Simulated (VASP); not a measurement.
Here is the system:

```xyz
1
Lattice="0.0000 2.9571 2.9571 2.9571 0.0000 2.9571 2.9571 2.9571 0.0000" Properties=species:S:1:pos:R:3 pbc="T T T"
Sr     5.9143     2.9571     2.9571
```

Computed with optB88-vdW, VASP's PBE PAW potentials (set 64) (plane waves; VASP 6.6.1). Settings: 520 eV cut-off, 9×9×9 Γ-centred mesh, tetrahedra with Blöchl corrections, potentials Sr_sv.

Q: What does the run give for the energy per atom (σ→0)?

A: 
```
Item                           Value
---------------------  -------------
energy per atom (σ→0)  0.720 eV/atom
```

The compound is Sr in the fcc structure. It was relaxed first, which changed the volume by -8 %.
